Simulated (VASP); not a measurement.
Calculation: PBE GGA, VASP's PBE PAW potentials (set 64) (plane waves; VASP).

Input for VASP

### POSCAR
```
Be
1
    1.1333528340    -1.9630245221     0.0000000000
    1.1333528340     1.9630245221     0.0000000000
    0.0000000000     0.0000000000     3.5574884883
Be
2
Direct
  0.3333330000   0.6666670000   0.2500000000
  0.6666670000   0.3333330000   0.7500000000
```

**INCAR**
```
! general
SYSTEM=Be
PREC  =Accurate
ENCUT =500
LREAL =.False.
LASPH =.True.

! electronic loop
EDIFF =1E-6
NELM  =100
ALGO  =Normal

! smearing
ISMEAR=1
SIGMA =0.1

! functional
GGA   =PE

! ions
IBRION=2
NSW   =40
ISIF  =3
EDIFFG=-0.02

! output
LWAVE =.False.
LCHARG=.False.
```

### KPOINTS
```
Automatic mesh
0
Gamma
18 18 10
0 0 0
```

POTCAR, in this order: Be (PBE.64 set). Program: vasp_std.

The run wrote:

**OSZICAR**
```
       N       E                     dE             d eps       ncg     rms          rms(c)
DAV:   1    -0.288404533329E+01   -0.28840E+01   -0.17572E+03  2694   0.533E+02
DAV:   2    -0.756410455288E+01   -0.46801E+01   -0.44825E+01  4086   0.612E+01
DAV:   3    -0.759407987183E+01   -0.29975E-01   -0.29984E-01  3402   0.450E+00
DAV:   4    -0.759410619342E+01   -0.26322E-04   -0.26322E-04  3972   0.132E-01
DAV:   5    -0.759410621702E+01   -0.23596E-07   -0.23438E-07  3342   0.173E-03    0.122E+00
DAV:   6    -0.754793844938E+01    0.46168E-01   -0.61849E-03  3066   0.116E+00    0.746E-01
DAV:   7    -0.752950063293E+01    0.18438E-01   -0.68198E-03  3024   0.121E+00    0.277E-02
DAV:   8    -0.752947934543E+01    0.21288E-04   -0.13597E-05  3924   0.446E-02    0.943E-03
DAV:   9    -0.752947830298E+01    0.10424E-05   -0.27648E-06  3264   0.208E-02    0.950E-04
DAV:  10    -0.752947815372E+01    0.14926E-06   -0.52173E-09  2214   0.815E-04
   1 F= -.75294782E+01 E0= -.75294375E+01  d E =-.752948E+01
       N       E                     dE             d eps       ncg     rms          rms(c)
DAV:   1    -0.753016769391E+01   -0.68939E-03   -0.68625E-03  3384   0.551E-01    0.318E-02
DAV:   2    -0.753016099116E+01    0.67028E-05   -0.30611E-05  3186   0.513E-02    0.194E-02
DAV:   3    -0.753015504707E+01    0.59441E-05   -0.33405E-06  3600   0.115E-02    0.267E-04
DAV:   4    -0.753015504543E+01    0.16439E-08   -0.27532E-08  1956   0.166E-03
   2 F= -.75301550E+01 E0= -.75301031E+01  d E =-.676892E-03
```

**OUTCAR**
```
------------------------ aborting loop because EDIFF is reached ----------------------------------------
  FORCE on cell =-STRESS in cart. coord.  units (eV):
  Direction    XX          YY          ZZ          XY          YZ          ZX
  --------------------------------------------------------------------------------------
  Total       -0.0151856     -0.0151856      0.0100934      0.0000000      0.0000000      0.0000000
  in kB       -1.5365622     -1.5365619      1.0213125      0.0000000      0.0000000      0.0000000
  external PRESSURE =      -0.6839372 kB  Pullay stress =       0.0000000 kB
  volume of cell :       15.83
      direct lattice vectors                 reciprocal lattice vectors
     1.130947215 -1.958857869  0.000000000     0.442107282 -0.255250780 -0.000000000
     1.130947215  1.958857869  0.000000000     0.442107282  0.255250780 -0.000000000
     0.000000000  0.000000000  3.573681500    -0.000000000  0.000000000  0.279823482
 POSITION                                       TOTAL-FORCE (eV/Angst)
 -----------------------------------------------------------------------------------
      1.13095      0.65295      0.89342         0.000000      0.000000      0.000000
      1.13095     -0.65295      2.68026        -0.000000     -0.000000      0.000000
 -----------------------------------------------------------------------------------
    total drift:                                0.000000     -0.000003      0.000005
  FREE ENERGIE OF THE ION-ELECTRON SYSTEM (eV)
  ---------------------------------------------------
  free  energy   TOTEN  =        -7.5301550454 eV

  energy  without entropy=       -7.5299990653  energy(sigma->0) =       -7.53010305

 reached required accuracy - stopping structural energy minimisation
```
(Selected blocks of OUTCAR.)

**CONTCAR**
```
Be
   1.00000000000000
     1.1309472153013576   -1.9588578693683034    0.0000000000000000
     1.1309472153013576    1.9588578693683034    0.0000000000000000
     0.0000000000000000    0.0000000000000000    3.5736814999986395
  Be
     2
Direct
     0.3333330000000032    0.6666669999999968    0.2500000000000000
     0.6666669999999968    0.3333330000000032    0.7500000000000000
```

The compound is Be in the hcp structure. This run relaxes it. Symmetry was kept, so distortions that lower it aren't found.
